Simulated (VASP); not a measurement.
# GW on CdSe (Cadmoselite)

Wanted: how far GW moves the Kohn-Sham levels of CdSe (Cadmoselite). The cell is of the wurtzite type, one of the forms listed for this formula. The start is a cell from a database of measured crystal structures.

Main program and level: VASP 6.6.1; PBE; plane waves and PAW (Cd_GW, Se_GW), in the first sound run; inputs show where later runs differ.

The database entry behind the starting cell differs from later determinations by our own check (inner coordinate of an old entry), so it need not match the best structure at ambient conditions.

## Step 1: Starting point

It takes space group P6_3mc (No. 186, hexagonal). Conventional cell: a = 4.300 Å, b = 4.300 Å, c = 7.020 Å, α = 90.00°, β = 90.00°, γ = 120.00°. Nearest to Cd lie 4 Se at 2.61 to 2.70 Å. Se has 4 Cd at 2.61 to 2.70 Å nearest. Farther neighbours and most contacts between anions are not listed.

## Step 2: Ground state

The orbitals come from a self-consistent PBE run with a tight EDIFF and a narrow smearing. KPOINTS_OPT adds the bands along a path, which shows whether the mesh holds the band edges.

INCAR

```
SYSTEM = CdSe
PREC = Accurate
ENCUT = 300
EDIFF = 1E-08
NELM = 100
ISMEAR = 0
SIGMA = 0.01
LREAL = .FALSE.
ALGO = Normal
GGA = PE
NBANDS = 24
LORBIT = 11
LWAVE = .TRUE.
LCHARG = .FALSE.
KPAR = 2
```

POSCAR

```
CdSe
1.0
    4.3000000000      0.0000000000      0.0000000000
   -2.1500000000      3.7239092363      0.0000000000
    0.0000000000      0.0000000000      7.0200000000
Cd Se
2 2
Direct
    0.3333333333      0.6666666667      0.0000000000
    0.6666666667      0.3333333333      0.5000000000
    0.3333333333      0.6666666667      0.3850000000
    0.6666666667      0.3333333333      0.8850000000
```

KPOINTS

```
Automatic mesh
0
Gamma
3 3 2
0 0 0
```

KPOINTS_OPT

```
Line mode
12
Line-mode
Reciprocal
  0.00000000   0.00000000   0.00000000 GAMMA
  0.50000000   0.00000000   0.00000000 M

  0.50000000   0.00000000   0.00000000 M
  0.33333333   0.33333333   0.00000000 K

  0.33333333   0.33333333   0.00000000 K
  0.00000000   0.00000000   0.00000000 GAMMA

  0.00000000   0.00000000   0.00000000 GAMMA
  0.00000000   0.00000000   0.50000000 A

  0.00000000   0.00000000   0.50000000 A
  0.50000000   0.00000000   0.50000000 L

  0.50000000   0.00000000   0.50000000 L
  0.33333333   0.33333333   0.50000000 H

  0.33333333   0.33333333   0.50000000 H
  0.00000000   0.00000000   0.50000000 A

  0.50000000   0.00000000   0.50000000 L
  0.50000000   0.00000000   0.00000000 M

  0.33333333   0.33333333   0.00000000 K
  0.33333333   0.33333333   0.50000000 H
```

Potentials, in the order of the species: Cd_GW and Se_GW (PBE family, release 64).

Run with:

```console
mpirun -np 8 vasp_std
```

Log:

```text
[banner, memory and clock lines left out]
running    8 mpi-ranks, on    1 nodes
 distrk:  each k-point on    4 cores,    2 groups
 distr:  one band on    1 cores,    4 groups

 POSCAR found type information on POSCAR CdSe
 POSCAR found :  2 types and       4 ions
|                                                                             |
|           W    W    AA    RRRRR   N    N  II  N    N   GGGG   !!!           |
|           W    W   A  A   R    R  NN   N  II  NN   N  G    G  !!!           |
|           W    W  A    A  R    R  N N  N  II  N N  N  G       !!!           |
|           W WW W  AAAAAA  RRRRR   N  N N  II  N  N N  G  GGG   !            |
|           WW  WW  A    A  R   R   N   NN  II  N   NN  G    G                |
|           W    W  A    A  R    R  N    N  II  N    N   GGGG   !!!           |
|                                                                             |
|     For optimal performance we recommend to set                             |
|       NCORE = 2 up to number-of-cores-per-socket                            |
|     NCORE specifies how many cores store one orbital (NPAR=cpu/NCORE).      |
|     This setting can greatly improve the performance of VASP for DFT.       |
|     The default, NCORE=1 might be grossly inefficient on modern             |
|     multi-core architectures or massively parallel machines. Do your        |
|     Unfortunately you need to use the default for GW and RPA                |
|     calculations (for HF NCORE is supported but not extensively tested      |
|     yet).                                                                   |
|                                                                             |

 LDA part: xc-table for (Slater+PW92), standard interpolation
 POSCAR, INCAR and KPOINTS ok, starting setup
 FFT: planning ... GRIDC
 FFT: planning ... GRID_SOFT
 FFT: planning ... GRID
 WAVECAR not read
 entering main loop
       N       E                     dE             d eps       ncg     rms          rms(c)
DAV:   1     0.180823432698E+03    0.18082E+03   -0.12978E+04   312   0.907E+02
DAV:   2    -0.153269019189E+01   -0.18236E+03   -0.17833E+03   440   0.317E+02
DAV:   3    -0.111855111982E+02   -0.96528E+01   -0.96044E+01   400   0.678E+01
DAV:   4    -0.115803028757E+02   -0.39479E+00   -0.39458E+00   456   0.157E+01
DAV:   5    -0.115900607451E+02   -0.97579E-02   -0.97574E-02   416   0.210E+00    0.882E+00
DAV:   6    -0.108043103982E+02    0.78575E+00   -0.13387E+00   376   0.114E+01    0.691E+00
DAV:   7    -0.107602027071E+02    0.44108E-01   -0.82150E-01   360   0.476E+00    0.205E+00
DAV:   8    -0.107546726481E+02    0.55301E-02   -0.10093E-01   384   0.292E+00    0.395E-01
DAV:   9    -0.107546885200E+02   -0.15872E-04   -0.13163E-02   392   0.134E+00    0.735E-02
DAV:  10    -0.107546611198E+02    0.27400E-04   -0.18758E-03   392   0.482E-01    0.387E-02
DAV:  11    -0.107547103888E+02   -0.49269E-04   -0.27666E-04   384   0.133E-01    0.109E-02
DAV:  12    -0.107547149808E+02   -0.45920E-05   -0.52800E-05   456   0.585E-02    0.902E-03
DAV:  13    -0.107547150956E+02   -0.11476E-06   -0.22333E-05   376   0.444E-02    0.221E-03
DAV:  14    -0.107547155610E+02   -0.46541E-06   -0.16183E-06   400   0.802E-03    0.856E-04
DAV:  15    -0.107547155177E+02    0.43272E-07   -0.21554E-07   440   0.377E-03    0.410E-04
DAV:  16    -0.107547155076E+02    0.10142E-07   -0.19776E-08   320   0.110E-03    0.150E-04
DAV:  17    -0.107547155258E+02   -0.18223E-07   -0.40435E-09   280   0.765E-04    0.619E-05
DAV:  18    -0.107547155274E+02   -0.16112E-08   -0.69570E-10   256   0.320E-04
   1 F= -.10754716E+02 E0= -.10754716E+02  d E =-.508408E-44
 Start KPOINTS_OPT (optional k-point list driver)
k-point batch [1-6\108]
       N       E                     dE             ncg
DAV:   1     0.343239792450E+03   -0.60902E+03      288
DAV:   2    -0.783928884121E+03   -0.11272E+04      440
DAV:   3    -0.846452682335E+03   -0.62524E+02      432
DAV:   4    -0.848457790958E+03   -0.20051E+01      416
DAV:   5    -0.848550457528E+03   -0.92667E-01      464
DAV:   6    -0.848552367364E+03   -0.19098E-02      416
DAV:   7    -0.848552448206E+03   -0.80842E-04      488
DAV:   8    -0.848552450300E+03   -0.20940E-05      432
DAV:   9    -0.848552450378E+03   -0.78020E-07      392
DAV:  10    -0.848552450383E+03   -0.49087E-08      304
[...]
k-point batch [103-108\108]
       N       E                     dE             ncg
DAV:   1     0.244087977744E+03   -0.48829E+04      296
DAV:   2    -0.857191469255E+03   -0.11013E+04      424
DAV:   3    -0.919124221366E+03   -0.61933E+02      424
DAV:   4    -0.921703014021E+03   -0.25788E+01      408
DAV:   5    -0.921797084356E+03   -0.94070E-01      432
DAV:   6    -0.921799724376E+03   -0.26400E-02      416
DAV:   7    -0.921799805693E+03   -0.81317E-04      448
DAV:   8    -0.921799808111E+03   -0.24187E-05      416
DAV:   9    -0.921799808194E+03   -0.82074E-07      392
DAV:  10    -0.921799808196E+03   -0.24838E-08      256
 writing wavefunctions
```

It took 14 s on 8 MPI ranks of Intel Xeon Platinum 8259CL at 2.50GHz (Skylake/Cascade Lake), shared host; peak memory 0.98 GiB.

The logs omit lines about the potential files and the build; timing stands in the text.

OUTCAR, selected parts (step 2):

```text
ion  position               nearest neighbor table
   1  0.333  0.667  0.000-   4 2.61   4 2.61   4 2.61   3 2.70
   2  0.667  0.333  0.500-   3 2.61   3 2.61   3 2.61   4 2.70
   3  0.333  0.667  0.385-   2 2.61   2 2.61   2 2.61   1 2.70
   4  0.667  0.333  0.885-   1 2.61   1 2.61   1 2.61   2 2.70

  LATTYP: Found a hexagonal cell.
 ALAT       =     4.3000000000
 C/A-ratio  =     1.6325581395

 Subroutine GETGRP returns: Found 12 space group operations
 (whereof  6 operations were pure point group operations)

The static configuration has the point symmetry C_3v.
 The point group associated with its full space group is C_6v.

 Found      6 irreducible k-points:

   k-points           NKPTS =      6   k-points in BZ     NKDIM =      6   number of bands    NBANDS=     24

   dimension x,y,z NGX =    24 NGY =   24 NGZ =   40
   dimension x,y,z NGXF=    48 NGYF=   48 NGZF=   80

   ENCUT  =  300.0 eV  22.05 Ry    4.70 a.u.   6.07  6.07  9.91*2*pi/ulx,y,z

   NELECT =      36.0000    total number of electrons

 k-points in reciprocal lattice and weights: Automatic mesh
   0.00000000  0.00000000  0.00000000       0.056
   0.33333333 -0.00000000  0.00000000       0.333
   0.33333333  0.33333333  0.00000000       0.111
   0.00000000  0.00000000  0.50000000       0.056
   0.33333333 -0.00000000  0.50000000       0.333
   0.33333333  0.33333333  0.50000000       0.111

 average (electrostatic) potential at core
       1 -69.4507       2 -69.4507       3 -55.1698       4 -55.1698

 E-fermi :   2.2558

 k-point     1 :       0.0000    0.0000    0.0000
  band No.  band energies     occupation
    ...
     14       1.4373      2.00000
     15       1.4373      2.00000
     16       2.1398      2.00000
     17       2.1586      2.00000
     18       2.1586      2.00000
     19       2.8202      0.00000
     20       4.2314      0.00000
     21       8.0002      0.00000
     22       8.0002      0.00000
     23       8.2541      0.00000
    ...

 k-point     2 :       0.3333   -0.0000    0.0000
  band No.  band energies     occupation
    ...
     14      -0.9357      2.00000
     15      -0.4997      2.00000
     16       0.5404      2.00000
     17       1.3811      2.00000
     18       1.5203      2.00000
     19       5.1351      0.00000
     20       5.5445      0.00000
     21       7.2323      0.00000
     22       7.9697      0.00000
     23       8.7961      0.00000
    ...

 k-point     3 :       0.3333    0.3333    0.0000
  band No.  band energies     occupation
    ...
     14      -1.7125      2.00000
     15      -0.9207      2.00000
     16       0.3535      2.00000
     17       0.3535      2.00000
     18       0.3673      2.00000
     19       6.5188      0.00000
     20       6.9285      0.00000
     21       6.9285      0.00000
     22       9.1776      0.00000
     23       9.1776      0.00000
    ...

  Total        3.0312585      3.0312585      0.8795997      0.0000000      0.0000000      0.0000000
  in kB       43.2044914     43.2044915     12.5369248      0.0000000      0.0000000      0.0000000
  external PRESSURE =      32.9819692 kB  Pullay stress =       0.0000000 kB

  energy-cutoff  :      300.00
  volume of cell :      112.41
      direct lattice vectors                 reciprocal lattice vectors
     4.300000000  0.000000000  0.000000000     0.232558140  0.134267504  0.000000000
    -2.150000000  3.723909236  0.000000000     0.000000000  0.268535009  0.000000000
     0.000000000  0.000000000  7.020000000     0.000000000  0.000000000  0.142450142

 POSITION                                       TOTAL-FORCE (eV/Angst)
 -----------------------------------------------------------------------------------
     -0.00000      2.48261      0.00000         0.000000      0.000000      0.338378
      2.15000      1.24130      3.51000        -0.000000     -0.000000      0.338378
     -0.00000      2.48261      2.70270         0.000000      0.000000     -0.338378
      2.15000      1.24130      6.21270        -0.000000     -0.000000     -0.338378
 -----------------------------------------------------------------------------------
    total drift:                               -0.000000     -0.000000     -0.000969

  FREE ENERGIE OF THE ION-ELECTRON SYSTEM (eV)
  ---------------------------------------------------
  free  energy   TOTEN  =       -10.7547155274 eV

  energy  without entropy=      -10.7547155274  energy(sigma->0) =      -10.75471553

 total charge
# of ion       s       p       d       f       tot
--------------------------------------------------
    1        0.506   0.412   9.693   0.019  10.630
    2        0.506   0.412   9.693   0.019  10.630
    3        1.422   2.378   0.022   0.000   3.822
    4        1.422   2.378   0.022   0.000   3.822
--------------------------------------------------
tot          3.857   5.579  19.429   0.038  28.904

[... 3 further parts left out ...]
```

Numbers from this step:

| Property | Result |
| --- | --- |
| free energy (TOTEN) | -10.75 eV |
| Fermi energy | 2.256 eV |
| pressure | 3.298 GPa |
| least gap on mesh and path | 0.6616 eV |
| least direct gap on mesh and path | 0.6616 eV |

The highest empty bands on the path are converged less tightly, to about 0.1 eV. Electronic bands along the path, in eV, zero at the valence-band top; v1 is the highest filled band, c1 the lowest empty one:

| point | v4 | v3 | v2 | v1 | c1 | c2 | c3 | c4 |
| --- | --- | --- | --- | --- | --- | --- | --- | --- |
| Γ | -0.72 | -0.02 | 0.00 | 0.00 | 0.66 | 2.07 | 5.84 | 5.84 |
| 0.55 of the way | -2.36 | -1.43 | -0.54 | -0.49 | 2.72 | 3.42 | 5.17 | 5.81 |
| M | -2.58 | -1.87 | -1.25 | -0.84 | 3.20 | 3.27 | 4.78 | 6.13 |
| 0.55 of the way | -2.71 | -2.15 | -1.46 | -1.37 | 4.01 | 4.35 | 4.61 | 6.13 |
| K | -3.08 | -1.81 | -1.81 | -1.79 | 4.36 | 4.77 | 4.77 | 7.02 |
| 0.55 of the way | -2.40 | -1.54 | -0.64 | -0.48 | 2.83 | 3.87 | 5.09 | 5.65 |
| Γ | -0.72 | -0.02 | 0.00 | 0.00 | 0.66 | 2.07 | 5.84 | 5.84 |
| 0.45 of the way | -0.64 | -0.64 | -0.10 | -0.10 | 1.60 | 2.16 | 5.70 | 5.91 |
| A | -0.38 | -0.38 | -0.38 | -0.38 | 2.30 | 2.30 | 5.79 | 5.79 |
| 0.45 of the way | -1.32 | -1.32 | -0.85 | -0.85 | 3.35 | 3.35 | 4.94 | 4.94 |
| L | -1.39 | -1.39 | -1.30 | -1.30 | 2.96 | 2.96 | 4.75 | 4.75 |
| 0.45 of the way | -1.96 | -1.96 | -1.14 | -1.14 | 3.41 | 3.41 | 5.13 | 5.13 |
| H | -2.50 | -2.50 | -1.07 | -1.07 | 3.76 | 3.76 | 5.90 | 5.90 |
| 0.55 of the way | -1.33 | -1.33 | -1.13 | -1.13 | 3.69 | 3.69 | 4.88 | 4.88 |
| A | -0.38 | -0.38 | -0.38 | -0.38 | 2.30 | 2.30 | 5.79 | 5.79 |
| jump to L | -1.39 | -1.39 | -1.30 | -1.30 | 2.96 | 2.96 | 4.75 | 4.75 |
| 0.55 of the way | -2.18 | -1.75 | -1.09 | -0.98 | 2.84 | 3.33 | 5.10 | 5.27 |
| M | -2.58 | -1.87 | -1.25 | -0.84 | 3.20 | 3.27 | 4.78 | 6.13 |
| jump to K | -3.08 | -1.81 | -1.81 | -1.79 | 4.36 | 4.77 | 4.77 | 7.02 |
| 0.45 of the way | -2.94 | -1.98 | -1.49 | -1.49 | 4.36 | 4.36 | 4.74 | 6.40 |
| H | -2.50 | -2.50 | -1.07 | -1.07 | 3.76 | 3.76 | 5.90 | 5.90 |

Of the projections kept (Cd, Se), the largest for each band there; the rest of the weight can lie on other orbitals:

```csv
point,v4,v3,v2,v1,c1,c2,c3,c4
Γ,Se 0.75,Se 0.82,Se 0.78,Se 0.78,Cd 0.59,Cd 0.70,Cd 0.79,Cd 0.79
M,Se 0.70,Se 0.75,Se 0.75,Se 0.76,Cd 0.57,Cd 0.72,Se 0.53,Se 0.57
K,Se 0.72,Se 0.73,Se 0.73,Se 0.72,Cd 0.67,Se 0.53,Se 0.53,Se 0.60
Γ,Se 0.75,Se 0.82,Se 0.78,Se 0.78,Cd 0.59,Cd 0.70,Cd 0.79,Cd 0.79
A,Se 0.76,Se 0.76,Se 0.76,Se 0.76,Cd 0.57,Cd 0.57,Se 0.54,Se 0.54
L,Se 0.75,Se 0.75,Se 0.76,Se 0.76,Cd 0.66,Cd 0.66,Cd 0.67,Cd 0.67
```

The cell has a gap of 0.662 eV on mesh and path and a pressure of +3.3 GPa, which holds the misfit of the given cell and coordinates with this functional, and any error of cutoff, mesh and data sets. Spin-orbit coupling is left out, which can shift or reorder these edges. Forces of up to 0.34 eV/Å remain in these settings.

## Step 3: Empty bands

The next step needs empty bands that the ground-state run didn't converge, so the Hamiltonian is diagonalised exactly for NBANDS bands, in a single step. LOPTICS writes the k-derivatives of the orbitals (WAVEDER), which give the long-wavelength limit of the screening.

INCAR

```
SYSTEM = CdSe
PREC = Accurate
ENCUT = 300
ISMEAR = 0
SIGMA = 0.01
LREAL = .FALSE.
GGA = PE
NBANDS = 256
ALGO = Exact
NELM = 1
LWAVE = .TRUE.
LCHARG = .FALSE.
LOPTICS = .TRUE.
NEDOS = 1000
CSHIFT = 0.1
```

POSCAR is that of step 2.

KPOINTS is that of step 2.

Run with:

```console
mpirun -np 8 vasp_std
```

Log:

```text
[banner, memory and clock lines left out]
running    8 mpi-ranks, on    1 nodes
 distrk:  each k-point on    8 cores,    1 groups
 distr:  one band on    1 cores,    8 groups

 POSCAR found type information on POSCAR CdSe
 POSCAR found :  2 types and       4 ions
 [... a notice as in an earlier step ...]

 LDA part: xc-table for (Slater+PW92), standard interpolation
 found WAVECAR, reading the header
  number of bands has changed, file:    24 present:   256
  trying to continue reading WAVECAR, but it might fail
 POSCAR, INCAR and KPOINTS ok, starting setup
 FFT: planning ... GRIDC
 FFT: planning ... GRID_SOFT
 FFT: planning ... GRID
 reading WAVECAR
 random initialization beyond band           24
 the WAVECAR file was read successfully
 initial charge from wavefunction
 entering main loop
       N       E                     dE             d eps       ncg     rms          rms(c)
DIA:   1    -0.107547155314E+02   -0.10755E+02    0.00000E+00     0   0.000E+00
   1 F= -.10754716E+02 E0= -.10754716E+02  d E =-.291596E-45
 writing wavefunctions
 optical routines
 imaginary and real dielectric function
 recalculating local potential from charge density
 direction            1
 direction            2
 direction            3
```

Elapsed: 9.6 s, on 8 MPI ranks; peak memory 1.3 GiB; 58 s of CPU time.

OUTCAR, selected parts (step 3):

```text
 Found      6 irreducible k-points:

   k-points           NKPTS =      6   k-points in BZ     NKDIM =      6   number of bands    NBANDS=    256

   NELECT =      36.0000    total number of electrons

 E-fermi :   2.2573

 k-point     1 :       0.0000    0.0000    0.0000
  band No.  band energies     occupation
    ...
     14       1.4373      2.00000
     15       1.4373      2.00000
     16       2.1398      2.00000
     17       2.1585      2.00000
     18       2.1585      2.00000
     19       2.8202      0.00000
     20       4.2314      0.00000
     21       8.0002      0.00000
     22       8.0002      0.00000
     23       8.2541      0.00000
    ...

 k-point     2 :       0.3333   -0.0000    0.0000
  band No.  band energies     occupation
    ...
     14      -0.9357      2.00000
     15      -0.4997      2.00000
     16       0.5403      2.00000
     17       1.3811      2.00000
     18       1.5203      2.00000
     19       5.1351      0.00000
     20       5.5445      0.00000
     21       7.2323      0.00000
     22       7.9697      0.00000
     23       8.7961      0.00000
    ...

  Total        3.0308275      3.0308275      0.8791898      0.0000000      0.0000000      0.0000000
  in kB       43.1983487     43.1983487     12.5310821      0.0000000      0.0000000      0.0000000
  external PRESSURE =      32.9759265 kB  Pullay stress =       0.0000000 kB

 POSITION                                       TOTAL-FORCE (eV/Angst)
 -----------------------------------------------------------------------------------
     -0.00000      2.48261      0.00000        -0.000000      0.000000      0.338378
      2.15000      1.24130      3.51000         0.000000     -0.000000      0.338378
     -0.00000      2.48261      2.70270        -0.000000      0.000000     -0.338378
      2.15000      1.24130      6.21270         0.000000      0.000000     -0.338378
 -----------------------------------------------------------------------------------
    total drift:                               -0.000000     -0.000000     -0.000950

  FREE ENERGIE OF THE ION-ELECTRON SYSTEM (eV)
  ---------------------------------------------------
  free  energy   TOTEN  =       -10.7547155314 eV

  energy  without entropy=      -10.7547155314  energy(sigma->0) =      -10.75471553

 plasma frequency squared (from intraband transitions) (eV^2)
  --------------------------------------------------------------------------------------
       0.000       0.000       0.000
       0.000       0.000       0.000
       0.000       0.000       0.000

[... 11 parts as in an earlier step ...]

[... 2 further parts left out ...]
```

The gap is read on the k-mesh alone, so it is an upper bound where the band edges lie off the mesh.

A gap read on the k-mesh alone can miss the band edges.

This step gave:

- gap on the k-mesh: 0.6617 eV
- least direct gap on the k-mesh: 0.6617 eV

WAVECAR now holds 256 bands for 36 electrons. Its independent-particle dielectric tensor has xx, yy, zz = 55.9, 55.9, 47.4 on this mesh, which isn't tested for convergence in mesh or bands and lacks local fields. A value this large is set by the few k points at the smallest gap, and it enters the screening of any GW step.

[end of part 1 of 2]

[Lines on the potential files, build, host, timing and source positions are cut from VASP's logs without a mark.]

[Logs are printed without paths, hosts, clocks, repeated set-up lines and the standing remarks that a program may print on its own settings, such as how far it seeks lower states.]

[Hosts, paths, dates, database ids (printed as entryN), source tags and the programs' standing remarks are cut or masked in the printed files.]

[Pressures printed for these runs are not shown converged in the cutoff: they can be off by several GPa and have the wrong sign.]
